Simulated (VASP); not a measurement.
The system is AlIn7As8.

```
Al In As
1.0
    -5.98910    0.00000    5.98910
    -5.98910   -5.98910    0.00000
     0.00000   -5.98910    5.98910
Al In As
1 7 8
Cartesian
  -2.9945 -2.9945 0.0000
  0.0000 0.0000 0.0000
  -2.9945 -5.9891 2.9945
  0.0000 -2.9945 2.9945
  -5.9891 -2.9945 2.9945
  -2.9945 0.0000 2.9945
  -5.9891 -5.9891 5.9891
  -2.9945 -2.9945 5.9891
  -1.4973 -1.4973 1.4973
  -4.4918 -4.4918 1.4973
  -1.4973 -4.4918 4.4918
  -4.4918 -7.4864 4.4918
  -4.4918 -1.4973 4.4918
  -7.4864 -4.4918 4.4918
  -4.4918 -4.4918 7.4864
  -7.4864 -7.4864 7.4864
```

The cell was built by a generator and needn't be a form met in nature.

| Property | Result |
| --- | --- |
| Program | VASP 6.6.1 |
| Task | relaxation of cell and atoms |
| Functional | PBE |
| Potentials or basis | VASP PAW PBE potentials, release 64 (Al, In_d, As) |
| Cutoff | 600 eV |
| k mesh | 6 × 6 × 6 |
| Occupations | gaussian, width 0.03 eV |
| Spin | no spin polarisation |

At the start: pressure 4.4 GPa; volume 26.85 Å³/atom.

Q: How do energy, volume and symmetry change on relaxing?

A: Over 9 steps the energy falls by 40.6 meV/atom and the volume is 28.78 Å³/atom (+7.2 %); space group F-43m (No. 216, to 0.05 Å).

The path:
```tsv
step	energy change (eV)	largest force (eV/Å)	pressure (GPa)	volume (Å³)
1	0.0000	1.1413	4.43	429.65
2	-0.5055	0.4584	-1.60	477.46
3	-0.5542	0.5994	-0.43	465.58
4	-0.6176	0.3567	-0.24	463.25
5	-0.6489	0.0667	0.06	460.14
6	-0.6489	0.0668	0.05	460.25
7	-0.6500	0.0278	-0.03	460.92
8	-0.6502	0.0113	-0.06	461.21
9	-0.6503	0.0075	0.01	460.44
```

Final structure:
```yaml
crystal:
  lattice:
    - [-6.12890, 0.00000, 6.12890]
    - [-6.12890, -6.12890, 0.00000]
    - [0.00000, -6.12890, 6.12890]
  atoms:
    - { symbol: Al, position: [0.00000, 0.50000, 0.00000] }
    - { symbol: In, position: [0.00056, 0.99944, 0.00056] }
    - { symbol: In, position: [0.00056, 0.50056, 0.49944] }
    - { symbol: In, position: [0.00056, 0.99944, 0.49944] }
    - { symbol: In, position: [0.49944, 0.50056, 0.00056] }
    - { symbol: In, position: [0.49944, 0.99944, 0.00056] }
    - { symbol: In, position: [0.49944, 0.50056, 0.49944] }
    - { symbol: In, position: [0.50000, 0.00000, 0.50000] }
    - { symbol: As, position: [0.11959, 0.14123, 0.11959] }
    - { symbol: As, position: [0.11959, 0.61959, 0.11959] }
    - { symbol: As, position: [0.12518, 0.12494, 0.62494] }
    - { symbol: As, position: [0.11959, 0.61959, 0.64123] }
    - { symbol: As, position: [0.62494, 0.12494, 0.12518] }
    - { symbol: As, position: [0.64123, 0.61959, 0.11959] }
    - { symbol: As, position: [0.62494, 0.12494, 0.62494] }
    - { symbol: As, position: [0.62494, 0.62518, 0.62494] }
```
